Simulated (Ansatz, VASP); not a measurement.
# Cross-check of MgAl2C2 between VASP and Ansatz

Wanted: the spread between two codes on one cell, functional and k mesh.

Method: plane waves, with VASP 6.6.1 beside it; relaxation of cell and atoms at PBEsol, in Ansatz 0.2.0.

**1. The structure**

The structure is trigonal, space group P-3m1 (No. 164). The conventional cell has a = 3.376 Å, b = 3.376 Å, c = 5.772 Å, α = 90.00°, β = 90.00°, γ = 120.00°. Nearest to Al lie 4 C at 2.00 to 2.20 Å. Nearest to Mg lie 6 C at 2.49 Å. Nearest to C lie 4 Al at 2.00 to 2.20 Å and 3 Mg at 2.49 Å. Farther neighbours are not listed.

As a file:

```xyz
5
Lattice="3.3760 0.0000 0.0000 -1.6880 2.9237 0.0000 0.0000 0.0000 5.7718" Properties=species:S:1:pos:R:3 pbc="T T T"
Al    1.6880    0.9746    3.7515
Al    0.0000    1.9491    2.0202
Mg    0.0000    0.0000    0.0000
C     1.6880    0.9746    1.5545
C     0.0000    1.9491    4.2173
```

**2. VASP: relaxation of cell and atoms, PBEsol**

The relaxed volume is the usual yardstick between codes: its relative difference is about their pressure difference at one cell divided by the bulk modulus.

Lines of VASP's logs that name or quote its potential files are left out, and so is its time.

Input file INCAR:

```
SYSTEM = MgAl2C2
PREC = Accurate
ENCUT = 480
EDIFF = 1E-08
NELM = 120
ISMEAR = 0
SIGMA = 0.05
LREAL = .FALSE.
ALGO = Fast
GGA = PS
NBANDS = 14
LORBIT = 11
LWAVE = .FALSE.
LCHARG = .FALSE.
KPAR = 4
IBRION = 1
NSW = 30
ISIF = 3
EDIFFG = -0.002
POTIM = 0.4
```

Input file POSCAR:

```
MgAl2C2
1.0
    3.3759512880      0.0000000000      0.0000000000
   -1.6879756440      2.9236595774      0.0000000000
    0.0000000000      0.0000000000      5.7717628955
Al Mg C
2 1 2
Direct
    0.6666666667      0.3333333333      0.6499798526
    0.3333333333      0.6666666667      0.3500201474
    0.0000000000      0.0000000000      0.0000000000
    0.6666666667      0.3333333333      0.2693240608
    0.3333333333      0.6666666667      0.7306759392
```

Input file KPOINTS:

```
Automatic mesh
0
Gamma
9 9 5
0 0 0
```

PAW data sets: Al, Mg and C (PBE family, release 64).

Command:

```sh
$ mpirun -np 4 vasp_std
```

Numbers of over 12 decimals in the logs are rounded to 6 here.

The log of the run:

```text
[banner, memory and clock lines left out]
running    4 mpi-ranks, on    1 nodes
 distrk:  each k-point on    1 cores,    4 groups
 distr:  one band on    1 cores,    1 groups

 POSCAR found type information on POSCAR AlMgC
 POSCAR found :  3 types and       5 ions
|                                                                             |
|               ----> ADVICE to this user running VASP <----                  |
|                                                                             |
|     You enforced a specific xc type in the INCAR file but a different       |
|     [... a line on the potential file left out ...]
|     I HOPE YOU KNOW WHAT YOU ARE DOING!                                     |
|                                                                             |

 LDA part: xc-table for (Slater+PW92), standard interpolation
 POSCAR, INCAR and KPOINTS ok, starting setup
 FFT: planning ... GRIDC
 FFT: planning ... GRID_SOFT
 FFT: planning ... GRID
 WAVECAR not read
 entering main loop
       N       E                     dE             d eps       ncg     rms          rms(c)
DAV:   1     0.255183565032E+02    0.25518E+02   -0.64944E+03  1440   0.909E+02
DAV:   2    -0.302447855880E+02   -0.55763E+02   -0.50191E+02  2008   0.150E+02
DAV:   3    -0.336660670700E+02   -0.34213E+01   -0.33946E+01  1868   0.362E+01
DAV:   4    -0.337093192169E+02   -0.43252E-01   -0.43239E-01  1604   0.475E+00
DAV:   5    -0.337099660124E+02   -0.64680E-03   -0.64664E-03  1874   0.597E-01    0.980E+00
RMM:   6    -0.296909629933E+02    0.40190E+01   -0.93049E+00  1400   0.145E+01    0.323E+00
RMM:   7    -0.296609633324E+02    0.30000E-01   -0.15779E+00  1400   0.724E+00    0.218E+00
RMM:   8    -0.296242308982E+02    0.36732E-01   -0.18091E-01  1400   0.289E+00    0.513E-01
RMM:   9    -0.296121551398E+02    0.12076E-01   -0.25958E-02  1400   0.938E-01    0.186E-01
RMM:  10    -0.296134026368E+02   -0.12475E-02   -0.14439E-02  1400   0.647E-01    0.168E-01
RMM:  11    -0.296125526233E+02    0.85001E-03   -0.44855E-03  1400   0.374E-01    0.599E-02
RMM:  12    -0.296125405617E+02    0.12062E-04   -0.34232E-04  1400   0.140E-01    0.329E-02
RMM:  13    -0.296125053117E+02    0.35250E-04   -0.92892E-05  1408   0.550E-02    0.124E-02
RMM:  14    -0.296125069939E+02   -0.16822E-05   -0.18661E-05  1458   0.263E-02    0.199E-02
RMM:  15    -0.296125063352E+02    0.65870E-06   -0.10679E-05  1400   0.178E-02    0.946E-03
RMM:  16    -0.296125064156E+02   -0.80403E-07   -0.14016E-06  1407   0.864E-03    0.955E-03
RMM:  17    -0.296125063930E+02    0.22667E-07   -0.39838E-07  1497   0.391E-03    0.901E-03
RMM:  18    -0.296125063107E+02    0.82243E-07   -0.58143E-08  1316   0.159E-03    0.767E-03
RMM:  19    -0.296125061852E+02    0.12546E-06   -0.22058E-07  1400   0.245E-03    0.271E-03
RMM:  20    -0.296125061706E+02    0.14632E-07   -0.49143E-08  1290   0.141E-03    0.160E-03
RMM:  21    -0.296125061565E+02    0.14160E-07   -0.42847E-09   997   0.447E-04    0.664E-04
RMM:  22    -0.296125061486E+02    0.78643E-08   -0.21438E-09   974   0.263E-04
   1 F= -.29612506E+02 E0= -.29612506E+02  d E =-.296125E+02
[...]
2 F= -.29612518E+02 E0= -.29612518E+02  d E =-.118325E-04
[...]
3 F= -.29612523E+02 E0= -.29612523E+02  d E =-.475142E-05
 BRION: g(F)=  0.109E-05 g(S)=  0.612E-06 retain N=  2 mean eig= 1.03
 eig:   1.033  1.033
 bond charge predicted
       N       E                     dE             d eps       ncg     rms          rms(c)
DAV:   1    -0.296125266857E+02   -0.39565E-05   -0.47579E-04  1496   0.164E-01    0.576E-03
RMM:   2    -0.296125250223E+02    0.16634E-05   -0.76821E-06  1400   0.190E-02    0.225E-03
RMM:   3    -0.296125249222E+02    0.10012E-06   -0.13907E-06  1400   0.742E-03    0.815E-04
RMM:   4    -0.296125249460E+02   -0.23852E-07   -0.11316E-07  1401   0.268E-03    0.448E-04
RMM:   5    -0.296125249597E+02   -0.13685E-07   -0.31548E-08  1199   0.123E-03    0.219E-04
RMM:   6    -0.296125249593E+02    0.41746E-09   -0.68249E-09   992   0.564E-04
   4 F= -.29612525E+02 E0= -.29612525E+02  d E =-.222673E-05
 BRION: g(F)=  0.399E-07 g(S)=  0.138E-08 retain N=  2 mean eig= 1.53
 eig:   1.531  1.531
 reached required accuracy - stopping structural energy minimisation
```

OUTCAR, selected parts (step 2):

```text
ion  position               nearest neighbor table
   1  0.667  0.333  0.650-   5 2.00   5 2.00   5 2.00   4 2.20   2 2.61   2 2.61   2 2.61   3 2.81
                             3 2.81   3 2.81
   2  0.333  0.667  0.350-   4 2.00   4 2.00   4 2.00   5 2.20   1 2.61   1 2.61   1 2.61   3 2.81
                             3 2.81   3 2.81
   3  0.000  0.000  0.000-   4 2.49   5 2.49   4 2.49   5 2.49   4 2.49   5 2.49   1 2.81   2 2.81
                             2 2.81   1 2.81   1 2.81   2 2.81
   4  0.667  0.333  0.269-   2 2.00   2 2.00   2 2.00   1 2.20   3 2.49   3 2.49   3 2.49
   5  0.333  0.667  0.731-   1 2.00   1 2.00   1 2.00   2 2.20   3 2.49   3 2.49   3 2.49

  LATTYP: Found a hexagonal cell.
 ALAT       =     3.3759512880
 C/A-ratio  =     1.7096700761

 Subroutine GETGRP returns: Found 12 space group operations
 (whereof 12 operations were pure point group operations)

The static configuration has the point symmetry D_3d.

 Found     50 irreducible k-points:

   k-points           NKPTS =     50   k-points in BZ     NKDIM =     50   number of bands    NBANDS=     14

   dimension x,y,z NGX =    24 NGY =   24 NGZ =   42
   dimension x,y,z NGXF=    48 NGYF=   48 NGZF=   84

   ENCUT  =  480.0 eV  35.28 Ry    5.94 a.u.   6.03  6.03 10.31*2*pi/ulx,y,z

   NELECT =      16.0000    total number of electrons

 k-points in reciprocal lattice and weights: Automatic mesh
   0.00000000  0.00000000  0.00000000       0.002
   0.11111111  0.00000000  0.00000000       0.015
   0.22222222 -0.00000000  0.00000000       0.015
   0.33333333  0.00000000  0.00000000       0.015
   0.44444444 -0.00000000  0.00000000       0.015
   0.11111111  0.11111111  0.00000000       0.015
   0.22222222  0.11111111  0.00000000       0.030
   0.33333333  0.11111111  0.00000000       0.030
   0.44444444  0.11111111  0.00000000       0.015
[...]
-0.22222222 -0.44444444  0.40000000       0.030
   0.33333333  0.33333333  0.40000000       0.010

 average (electrostatic) potential at core
       1 -72.1508       2 -72.1508       3 -33.9294       4 -46.4676       5 -46.4676

 E-fermi :   6.9741

 k-point     1 :       0.0000    0.0000    0.0000
  band No.  band energies     occupation
    ...
      4       5.6238      2.00000
      5       5.6238      2.00000
      6       6.5045      2.00000
      7       6.5192      2.00000
      8       6.5192      2.00000
      9      10.0859      0.00000
     10      11.2341      0.00000
     11      13.3336      0.00000
     12      13.3336      0.00000
     13      13.5356      0.00000
    ...

 k-point     2 :       0.1111    0.0000    0.0000
  band No.  band energies     occupation
    ...
      4       4.6147      2.00000
      5       5.3639      2.00000
      6       5.7729      2.00000
      7       6.4431      2.00000
      8       6.7142      2.00000
      9      10.5662      0.00000
     10      11.4972      0.00000
     11      12.4431      0.00000
     12      13.8075      0.00000
     13      14.1753      0.00000
    ...

 k-point     3 :       0.2222   -0.0000    0.0000
  band No.  band energies     occupation
    ...
      4       2.9014      2.00000
      5       4.3370      2.00000
      6       4.8549      2.00000
      7       6.1909      2.00000
      8       6.5619      2.00000
      9      10.4710      0.00000
     10      11.1737      0.00000
     11      12.4534      0.00000
     12      13.5534      0.00000
     13      13.5747      0.00000
    ...

  Total       -0.0002993     -0.0002993     -0.0000091      0.0000000     -0.0000000      0.0000000
  in kB       -0.0084234     -0.0084234     -0.0002574      0.0000000     -0.0000000      0.0000000
  external PRESSURE =      -0.0057014 kB  Pullay stress =       0.0000000 kB

  energy-cutoff  :      480.00
  volume of cell :       56.94
      direct lattice vectors                 reciprocal lattice vectors
     3.375699142 -0.000000000 -0.000000000     0.296234930  0.171031317  0.000000000
    -1.687849571  2.923441213 -0.000000000     0.000000000  0.342062633  0.000000000
     0.000000000 -0.000000000  5.769398140     0.000000000  0.000000000  0.173328305

 POSITION                                       TOTAL-FORCE (eV/Angst)
 -----------------------------------------------------------------------------------
      1.68785      0.97448      3.75052         0.000000     -0.000000      0.000349
     -0.00000      1.94896      2.01888        -0.000000      0.000000     -0.000349
     -0.00000     -0.00000      0.00000        -0.000000     -0.000000      0.000000
      1.68785      0.97448      1.55288        -0.000000      0.000000     -0.000629
     -0.00000      1.94896      4.21652         0.000000     -0.000000      0.000629
 -----------------------------------------------------------------------------------
    total drift:                                0.000000     -0.000000     -0.000000

  FREE ENERGIE OF THE ION-ELECTRON SYSTEM (eV)
  ---------------------------------------------------
  free  energy   TOTEN  =       -29.6125249593 eV

  energy  without entropy=      -29.6125249593  energy(sigma->0) =      -29.61252496

 reached required accuracy - stopping structural energy minimisation

 total charge
# of ion       s       p       d       tot
------------------------------------------
    1        0.385   0.456   0.000   0.841
    2        0.385   0.456   0.000   0.841
    3        0.148   0.151   0.048   0.347
    4        0.832   1.569   0.000   2.401
    5        0.832   1.569   0.000   2.401
--------------------------------------------------
tot          2.583   4.200   0.048   6.831

[... 3 further parts left out ...]
```

The gap is read on the k-mesh alone, so it is an upper bound where the band edges lie off the mesh.

**3. Ansatz: relaxation of cell and atoms, PBEsol**

Ansatz runs on its default PAW (the set named soft_2) files.

The same cell, functional, mesh and smearing now go to Ansatz, which takes its cutoff from its data sets.

Input file input.yaml:

```yaml
crystal:
  lattice:
    - [3.375951288, 0.0, 0.0]
    - [-1.687975644, 2.9236595774, 0.0]
    - [0.0, 0.0, 5.7717628955]
  atoms:
    - { symbol: Al, position: [0.6666666667, 0.3333333333, 0.6499798526] }
    - { symbol: Al, position: [0.3333333333, 0.6666666667, 0.3500201474] }
    - { symbol: Mg, position: [0.0, 0.0, 0.0] }
    - { symbol: C, position: [0.6666666667, 0.3333333333, 0.2693240608] }
    - { symbol: C, position: [0.3333333333, 0.6666666667, 0.7306759392] }
hamiltonian:
  xc: pbesol
  pseudopotentials: { kind: paw }
kpoints:
  mp_grid: { grid: [9, 9, 5] }
scf:
  occupations: { method: gaussian, width: 0.05 }
relax:
  f_tol: 0.01
  max_steps: 60
  cell: { stress_tol: 0.05 }
output:
  forces: true
  stress: true
```

Command:

```sh
$ ansatz run input.yaml --threads 4 --pin off --max-ram 9216MiB --backend cpu --events-out ev --progress --plain --runs-dir out
```

The log of the run:

```text
Engine: ansatz 0.2.0, x86_64-unknown-linux-gnu
Pseudopotentials: kind: paw
Pseudopotential: Al, paw, valence charge 3, recommended cutoff 420 eV (normal), Al.paw.azcp
Pseudopotential: Mg, paw, valence charge 10, recommended cutoff 420 eV (normal), Mg.paw.azcp
Pseudopotential: C, paw, valence charge 4, recommended cutoff 420 eV (normal), C.paw.azcp
Functional definition: PBEsol
  exchange = pbesol_x
  correlation = pbesol_c
Crystal: 5 atoms, lattice volume = 56.968 Å³
Basis set: ecut = 420 eV, 1135 PW (Γ), exchange–correlation on 48×48×80 points (8 copies of the dense FFT grid, shifted against one another)
Bands: 17, of which v1, the nominal top of the filled ones, is band 12 counted from 1 (11 counted from 0)
Symmetry: 12 space group operations
Space group: P-3m1 (ITA 164), of the structure as read, at distance tolerance 3.8e-5 Å
k-points: 50 of 405
Non-local potential: Al, projectors of the file, l = 0: 2, l = 1: 2, l = 2: 1
Non-local potential: Mg, projectors of the file, l = 0: 3, l = 1: 2, l = 2: 1
Non-local potential: C, projectors of the file, l = 0: 2, l = 1: 2, l = 2: 1
PAW form: soft (Blöchl's): semilocal exchange-correlation on the pseudo side does not see the compensation charge
PAW frozen core: Al, regenerated for the run's functional, and the local potential with it (the file was generated under x = pbe(κ = 0.804, μ = 0.219515), c = pbe(β = 0.066725))
PAW frozen core: Mg, regenerated for the run's functional, and the local potential with it (the file was generated under x = pbe(κ = 0.804, μ = 0.219515), c = pbe(β = 0.066725))
PAW frozen core: C, regenerated for the run's functional, and the local potential with it (the file was generated under x = pbe(κ = 0.804, μ = 0.219515), c = pbe(β = 0.066725))
PAW one-centre angular grid: Al, 110 points (default); XC on 64 Gauss nodes
PAW one-centre angular grid: Mg, 110 points (default); XC on 64 Gauss nodes
PAW one-centre angular grid: C, 110 points (default); XC on 64 Gauss nodes
Initial density: superposition of atomic densities (neutral atoms: chi_scale 0, normalization atom), corrected by the library's trained network
Initial wavefunctions: pseudopotential atomic-orbital guess
Functional: x = pbesol(κ = 0.804, μ = 0.123457), c = pbesol(β = 0.046)
SCF iter   1: F=—  HF=-3454.914743 eV  |F-HF|=—  |Δ(HF+E_count)|=         —  Δρ=7.18e-3  dr2=4.03e-2  ethr=1.77e-3  ⟨swp⟩=6.0  Hψ=4883  notcnv=0
preconditioner: auto → none  [insulator: Δε(μ)=1.680 eV  Ē_g=10.213 eV  σ=0.050 eV  W_gap=1.00  n_scr=10 (ndim 8)  ℏωp=19.7 eV  f_vac=0.000  D(μ)=0.00/eV (n_scr^D=0)  ε∞_Penn≈4.7]
SCF iter   2: F=—  HF=-3454.903135 eV  |F-HF|=—  |Δ(HF+E_count)|=   1.16e-2  Δρ=1.41e-3  dr2=2.16e-3  ethr=1.68e-4  ⟨swp⟩=2.3  Hψ=1640  notcnv=0  defer=50
SCF iter   3: F=—  HF=-3454.902738 eV  |F-HF|=—  |Δ(HF+E_count)|=   3.96e-4  Δρ=5.84e-4  dr2=4.71e-4  ethr=8.98e-6  ⟨swp⟩=2.0  Hψ=1053  notcnv=0  defer=50
SCF iter   4: F=—  HF=-3454.902636 eV  |F-HF|=—  |Δ(HF+E_count)|=   1.03e-4  Δρ=2.62e-4  dr2=2.43e-5  ethr=1.96e-6  ⟨swp⟩=2.0  Hψ=1050  notcnv=0  defer=50
SCF iter   5: F=—  HF=-3454.902550 eV  |F-HF|=—  |Δ(HF+E_count)|=   8.62e-5  Δρ=3.46e-5  dr2=3.03e-7  ethr=1.01e-7  ⟨swp⟩=2.5  Hψ=1163  notcnv=0  defer=50
SCF iter   6: F=-3454.902550 eV  HF=-3454.902550 eV  |F-HF|=5.68e-10  |Δ(HF+E_count)|=   2.46e-7  Δρ=3.66e-6  dr2=3.58e-9  ethr=4.17e-10  ⟨swp⟩=4.1  Hψ=2652  notcnv=0
SCF 1 converged in 6 iterations: F = -3454.902550 eV  dr2 = 3.58e-9
  greatest PAW one-centre occupation: 1.000 electrons in one spin orbital (limit 2), on the Mg atom at site 2 (counted from 0), in its partial waves of l = 0
relax step   1: F+E_penalty+E_count = -3454.90254987 eV  Δ(F+E_penalty+E_count) = +0.000e0 eV  max|allowed force component| = 4.846e-3 eV/Å  Δτ_max = 0.0000 Å  P = -0.008 GPa  Ω = 56.968 Å³  (6 SCF iters, dr2 threshold 1.00e-7 eV, accepted)
[...]
relax step   2: F+E_penalty+E_count = -3454.90255081 eV  Δ(F+E_penalty+E_count) = -9.368e-7 eV  max|allowed force component| = 5.052e-3 eV/Å  Δτ_max = 0.0001 Å  P = -0.005 GPa  Ω = 56.972 Å³  energy of the carried Pulay correction = -3.791e-6 eV  (6 SCF iters, dr2 threshold 1.02e-8 eV, accepted)
[...]
relax step   3: F+E_penalty+E_count = -3454.90256158 eV  Δ(F+E_penalty+E_count) = -1.077e-5 eV  max|allowed force component| = 5.061e-3 eV/Å  Δτ_max = 0.0000 Å  P = -0.005 GPa  Ω = 56.972 Å³  stress off target by 2.22e-2 GPa  SCF on the basis re-selected at this cell (its energy is not comparable with the rows above)  (6 SCF iters)
basis re-selected at this cell: Δ(F+E_penalty+E_count) = -1.077e-5 eV, ΔP = +0.000 GPa vs the last step (what re-selecting the basis moved, of the pressure what is left beyond the Pulay correction that the steps carried, after the strain that the cell walked since its last selection, with what the two solves' SCF thresholds leave and, on support functions, any second-order correction that the steps lacked; it is no m [...]
SCF converged after 6 iterations
Free energy (F): -3454.902562 eV
Harris-Foulkes:  -3454.902562 eV  (|F-HF|=9.09e-13)
Internal energy: -3454.902562 eV  (E = F + TS)
E sigma→0 (E₀):  -3454.902562 eV
Fermi energy:    9.485322 eV
--- Per-component energies (eV) ---
  E_band       = -273.327750
  E_kinetic    = 305.995117
  E_local      = -1831.394602  (includes V_loc(G=0)·N_el)
  E_nonlocal   = 169.364736
  E_hartree    = 674.294250
  E_xc         = -206.525251
  E_vxc        = -218.927833  (∫ρ·V_xc dr)
  E_paw        = -1381.186969  (= ΣΔE_a)
  E_vpaw       = -46.953677  (= ΣTr[D̂ρ^β])
  E_aug_tail   = 0.000001  (compensation charges beyond the density's cutoff)
  E_ewald      = -1185.589186
  E_core_change = 0.139341  (= ΣΔE_core)
  E_smearing   = -0.000000  (= −TS)
  E_closure    = 0.000000  (closes the sum)
  Σ components = -3454.902562   (vs F -3454.902562, Δ=0.00e0)
--- Forces (eV/Å), atoms counted from 1 ---
  atom   1  Al     0.00000000    -0.00000000     0.00506051
  atom   2  Al     0.00000000     0.00000000    -0.00506051
  atom   3  Mg     0.00000000     0.00000000     0.00000000
  atom   4  C     -0.00000000     0.00000000    -0.00113279
  atom   5  C      0.00000000    -0.00000000     0.00113279
  max |Σ_I F_I| component: 2.31e-17 eV/Å
--- Stress (GPa, compression-positive) ---
       -0.018251      -0.000000       0.000000
       -0.000000      -0.018251       0.000000
        0.000000       0.000000       0.022193
  P = ⅓ Tr σ = -0.0048 GPa (-0.048 kbar)
--- Relaxed structure (2 steps of the walk, 2 accepted, 1 SCFs on fresh bases) ---
  F+E_penalty+E_count = -3454.90256158 eV   max|allowed force component| = 5.061e-3 eV/Å   (the final SCF, on the basis selected at the relaxed cell)
  cell:  # Å, volume = 56.9716 Å³
    - [3.375670, 0, 0]
    - [-1.687835, 2.923416, 0]
    - [0, 0, 5.773082]
  atoms:
    - { symbol: Al, position: [0.666667, 0.333333, 0.649972] }
    - { symbol: Al, position: [0.333333, 0.666667, 0.350028] }
    - { symbol: Mg, position: [0, 0, 0] }
    - { symbol: C, position: [0.666667, 0.333333, 0.269344] }
    - { symbol: C, position: [0.333333, 0.666667, 0.730656] }
```

Run time: 4.1 s. Hardware: 4 threads of Intel Xeon Platinum 8259CL at 2.50GHz (Skylake/Cascade Lake), shared host; peak memory 0.46 GiB.

**4. Side by side**

Known differences besides the potentials themselves: both relaxations stop at a tolerance, which leaves soft axes loose, and VASP keeps its plane-wave basis; the data sets hold 24 valence electrons in Ansatz (default PAW (the set named soft_2) files) and 16 in VASP; the cutoff is 420 eV in Ansatz and 480 eV in VASP; Ansatz makes its cores anew for this functional, VASP keeps those of its PBE data sets; VASP leaves aspherical gradient terms in its spheres out (LASPH is not set), Ansatz keeps them; Ansatz adds a Pulay correction to the stress that steers its cell, VASP none. Total energies have different zeros and are not compared.

The two programs side by side:

```tsv
quantity	Ansatz	VASP	difference
volume (Å³)	56.97	56.94	+0.06 %
edge a after relaxation, in the typed setting (Å)	3.376	3.376	+0.00 %
edge c after relaxation, in the typed setting (Å)	5.773	5.769	+0.06 %
```

The walks stopped with 0.00 GPa left in Ansatz and 0.00 GPa in VASP; each walk ends within a tolerance, so the volume difference is uncertain by about these residues over the bulk modulus, most in soft cells.

**5. Results**

```yaml
difference_in_edge_c_after_relaxation_in_the_typed_setting_relaxation_of_cell_and_atoms_pbesol: 0.064 %
```

The difference in edge c after relaxation, in the typed setting is 0.064 % (relaxation of cell and atoms, PBEsol), within the 1.2 % picked in this series as the mark of a large difference, as far as the stopping tolerances let one tell. How closely two codes agree says nothing of how well the functional describes the real material.

[Lines on the potential files, build, host, timing and source positions are cut from VASP's logs without a mark.]

[Logs are printed without paths, hosts, clocks, repeated set-up lines and the standing remarks that a program may print on its own settings, such as how far it seeks lower states.]

[Hosts, paths, dates, database ids (printed as entryN), source tags and the programs' standing remarks are cut or masked in the printed files.]
